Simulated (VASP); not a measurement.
Output of a VASP run:

OUTCAR:
```
 ion  position               nearest neighbor table
   1  0.250  0.250  0.250-   2 2.09   2 2.09   2 2.09   2 2.09
   2  0.000  0.000  0.000-   1 2.09   1 2.09   1 2.09   1 2.09
  LATTYP: Found a face centered cubic cell.
 ALAT       =     4.8192500000
 Subroutine PRICEL returns:
 Original cell was already a primitive cell.
 Subroutine GETGRP returns: Found 24 space group operations
The static configuration has the point symmetry T_d .
The dynamic configuration has the point symmetry T_d .
 Subroutine INISYM returns: Found 24 space group operations
 Subroutine IBZKPT returns following result:
 Found     35 irreducible k-points:

 Following reciprocal coordinates:
            Coordinates               Weight
  0.000000  0.000000  0.000000      1.000000
  0.111111  0.000000  0.000000      8.000000
  0.222222  0.000000  0.000000      8.000000
  0.333333  0.000000  0.000000      8.000000
  0.444444  0.000000  0.000000      8.000000
  0.111111  0.111111  0.000000      6.000000
  0.222222  0.111111  0.000000     24.000000
  0.333333  0.111111  0.000000     24.000000
  0.444444  0.111111  0.000000     24.000000
 -0.444444  0.111111  0.000000     24.000000
 -0.333333  0.111111  0.000000     24.000000
 -0.222222  0.111111  0.000000     24.000000
 -0.111111  0.111111  0.000000     12.000000
  0.222222  0.222222  0.000000      6.000000
  0.333333  0.222222  0.000000     24.000000
  0.444444  0.222222  0.000000     24.000000
 -0.444444  0.222222  0.000000     24.000000
 -0.333333  0.222222  0.000000     24.000000
 -0.222222  0.222222  0.000000     12.000000
  0.333333  0.333333  0.000000      6.000000
  0.444444  0.333333  0.000000     24.000000
 -0.444444  0.333333  0.000000     24.000000
 -0.333333  0.333333  0.000000     12.000000
  0.444444  0.444444  0.000000      6.000000
 -0.444444  0.444444  0.000000     12.000000
  0.333333  0.222222  0.111111     24.000000
  0.444444  0.222222  0.111111     48.000000
 -0.444444  0.222222  0.111111     48.000000
  0.444444  0.333333  0.111111     24.000000
 -0.444444  0.333333  0.111111     48.000000
 -0.333333  0.333333  0.111111     48.000000
 -0.222222  0.333333  0.111111     24.000000
 -0.444444  0.444444  0.111111     24.000000
 -0.333333  0.444444  0.111111     24.000000
 -0.333333  0.444444  0.222222     24.000000
   k-points           NKPTS =     35   k-points in BZ     NKDIM =     35   number of bands    NBANDS=      8
   number of dos      NEDOS =    301   number of ions     NIONS =      2
   total plane-waves  NPLWV =  21952
   dimension x,y,z NGX =    28 NGY =   28 NGZ =   28
   dimension x,y,z NGXF=    56 NGYF=   56 NGZF=   56
   ions per type =               1   1
   PREC   = accura    normal or accurate (medium, high low for compatibility)
   ISTART =      0    job   : 0-new  1-cont  2-samecut
   ICHARG =      2    charge: 1-file 2-atom 10-const
   ISPIN  =      1    spin polarized calculation?
   LNONCOLLINEAR =      F non collinear calculations
   LSORBIT =      F    spin-orbit coupling
   INIWAV =      1    electr: 0-lowe 1-rand  2-diag
   ENCUT  =  520.0 eV  38.22 Ry    6.18 a.u.   6.34  6.34  6.34*2*pi/ulx,y,z
   NELM   =    100;   NELMIN=  2; NELMDL= -5     # of ELM steps
   EDIFF  = 0.1E-05   stopping-criterion for ELM
   LREAL  =      F    real-space projection
   NLSPLINE    = F    spline interpolate recip. space projectors
   LMAXMIX     =    4 max onsite mixed and CHGCAR
   VOSKOWN=      0    Vosko Wilk Nusair interpolation
   EDIFFG = -.1E-01   stopping-criterion for IOM
   NSW    =     60    number of steps for IOM
   NBLOCK =      1;   KBLOCK =     60    inner block; outer block
   IBRION =      2    ionic relax: 0-MD 1-quasi-New 2-CG
   NFREE  =      1    steps in history (QN), initial steepest desc. (CG)
   ISIF   =      3    stress and relaxation
   ISYM   =      2    0-nonsym 1-usesym 2-fastsym
   TEIN   =    0.0    initial temperature
   TEBEG  =    0.0;   TEEND  =   0.0 temperature during run
...
```

OSZICAR:
```
       N       E                     dE             d eps       ncg     rms          rms(c)
DAV:   1    -0.119844477344E+01   -0.11984E+01   -0.42360E+03   568   0.905E+02
DAV:   2    -0.235597199358E+02   -0.22361E+02   -0.21440E+02   920   0.107E+02
DAV:   3    -0.238197261573E+02   -0.26001E+00   -0.26001E+00   632   0.143E+01
DAV:   4    -0.238200342832E+02   -0.30813E-03   -0.30813E-03   840   0.538E-01
DAV:   5    -0.238200344112E+02   -0.12793E-06   -0.12792E-06   632   0.730E-03    0.480E+00
DAV:   6    -0.221978054869E+02    0.16222E+01   -0.99397E-01   696   0.702E+00    0.279E+00
DAV:   7    -0.220326131738E+02    0.16519E+00   -0.43561E-01   608   0.422E+00    0.816E-01
DAV:   8    -0.220737346964E+02   -0.41122E-01   -0.20991E-01   560   0.415E+00    0.380E-01
DAV:   9    -0.222100262043E+02   -0.13629E+00   -0.18262E-02   584   0.125E+00    0.196E-01
DAV:  10    -0.222159505492E+02   -0.59243E-02   -0.32878E-04   784   0.176E-01    0.185E-01
DAV:  11    -0.222424292957E+02   -0.26479E-01   -0.31218E-03   560   0.636E-01    0.908E-02
DAV:  12    -0.222506645477E+02   -0.82353E-02   -0.59876E-03   728   0.806E-01    0.443E-02
DAV:  13    -0.222506938560E+02   -0.29308E-04   -0.50366E-05   568   0.785E-02    0.348E-02
DAV:  14    -0.222507312413E+02   -0.37385E-04   -0.10378E-05   792   0.361E-02    0.126E-02
DAV:  15    -0.222507397961E+02   -0.85548E-05   -0.86196E-06   720   0.347E-02    0.248E-03
DAV:  16    -0.222507444666E+02   -0.46706E-05   -0.21601E-06   560   0.145E-02    0.235E-03
DAV:  17    -0.222507453019E+02   -0.83523E-06   -0.13525E-06   536   0.134E-02
   1 F= -.22250745E+02 E0= -.22250745E+02  d E =-.222507E+02
       N       E                     dE             d eps       ncg     rms          rms(c)
DAV:   1    -0.222571948266E+02   -0.64504E-02   -0.33476E-01   656   0.456E+00    0.629E-01
DAV:   2    -0.222540366690E+02    0.31582E-02   -0.11480E-02   656   0.889E-01    0.301E-01
DAV:   3    -0.222520376905E+02    0.19990E-02   -0.49869E-03   608   0.603E-01    0.139E-01
DAV:   4    -0.222526980038E+02   -0.66031E-03   -0.14660E-03   560   0.373E-01    0.982E-02
DAV:   5    -0.222526413999E+02    0.56604E-04   -0.57114E-04   576   0.248E-01    0.391E-02
DAV:   6    -0.222530417894E+02   -0.40039E-03   -0.21706E-04   576   0.156E-01    0.174E-02
DAV:   7    -0.222531016596E+02   -0.59870E-04   -0.36556E-05   608   0.705E-02    0.658E-03
DAV:   8    -0.222531022492E+02   -0.58954E-06   -0.17299E-06   608   0.149E-02
   2 F= -.22253102E+02 E0= -.22253102E+02  d E =-.235695E-02
       N       E                     dE             d eps       ncg     rms          rms(c)
DAV:   1    -0.222565045108E+02   -0.34029E-02   -0.57598E-02   648   0.187E+00    0.258E-01
DAV:   2    -0.222559437179E+02    0.56079E-03   -0.21012E-03   640   0.375E-01    0.124E-01
DAV:   3    -0.222556039649E+02    0.33975E-03   -0.89246E-04   608   0.256E-01    0.548E-02
DAV:   4    -0.222557202526E+02   -0.11629E-03   -0.25322E-04   560   0.154E-01    0.401E-02
DAV:   5    -0.222557118123E+02    0.84403E-05   -0.89881E-05   576   0.992E-02    0.163E-02
DAV:   6    -0.222557662463E+02   -0.54434E-04   -0.35348E-05   576   0.640E-02    0.764E-03
DAV:   7    -0.222557764254E+02   -0.10179E-04   -0.75284E-06   608   0.322E-02    0.253E-03
DAV:   8    -0.222557772202E+02   -0.79483E-06   -0.30914E-07   304   0.640E-03
   3 F= -.22255777E+02 E0= -.22255777E+02  d E =-.503192E-02
```

**OUTCAR**
```
------------------------ aborting loop because EDIFF is reached ----------------------------------------
  FORCE on cell =-STRESS in cart. coord.  units (eV):
  Direction    XX          YY          ZZ          XY          YZ          ZX
  --------------------------------------------------------------------------------------
  Total        0.0021142      0.0021142      0.0021142      0.0000000      0.0000000      0.0000000
  in kB        0.1235607      0.1235607      0.1235607      0.0000000      0.0000000      0.0000000
  external PRESSURE =       0.1235607 kB  Pullay stress =       0.0000000 kB
  volume of cell :       27.41
      direct lattice vectors                 reciprocal lattice vectors
    -0.000000000  2.393203313  2.393203313    -0.208924999  0.208924999  0.208924999
     2.393203313 -0.000000000  2.393203313     0.208924999 -0.208924999  0.208924999
     2.393203313  2.393203313 -0.000000000     0.208924999  0.208924999 -0.208924999
  FREE ENERGIE OF THE ION-ELECTRON SYSTEM (eV)
  ---------------------------------------------------
  free  energy   TOTEN  =       -22.2557772202 eV

  energy  without entropy=      -22.2557772202  energy(sigma->0) =      -22.25577722

 reached required accuracy - stopping structural energy minimisation
```
(Selected blocks of OUTCAR.)

POSCAR:
```
BAs
1
    0.0000000000     2.4096250000     2.4096250000
    2.4096250000     0.0000000000     2.4096250000
    2.4096250000     2.4096250000     0.0000000000
B As
1 1
Direct
  0.2500000000   0.2500000000   0.2500000000
  0.0000000000   0.0000000000   0.0000000000
```

Question: Reconstruct the remaining input files.

Answer: This is not unique; one that fits is the input of the run itself, r2SCAN meta-GGA, plane waves, VASP's PBE PAW potentials (set 64).

KPOINTS:
```
Automatic mesh
0
gamma
9 9 9
0 0 0
```

**INCAR**
```
EDIFF  =  1E-6
LASPH  =  .TRUE.   # aspherical one-centre terms
SYSTEM  =  BAs
LMIXTAU  =  .TRUE.
PREC  =  Accurate
ALGO  =  Normal   # blocked Davidson
LREAL  =  .FALSE.
EDIFFG  =  -0.01   # ionic stop
LMAXMIX  =  4   # l cut-off of mixed one-centre charges
NELM  =  100
ISIF  =  3   # ions, shape and volume
LCHARG  =  .FALSE.
ENCUT  =  520   # plane-wave cut-off (eV)
ISMEAR  =  0   # Gaussian
NSW  =  60
SIGMA  =  0.05
IBRION  =  2   # conjugate gradients
METAGGA  =  R2SCAN
LWAVE  =  .FALSE.
```

POTCAR, in this order: B As (PBE.64 set). Program: vasp_std.

Energy and stress use the plane-wave basis of the starting cell.

The structure comes from a computed database's BAs entry (F-43m); how it stands against other phases isn't given here. This run relaxes it. Symmetry was kept, so distortions that lower it aren't found.
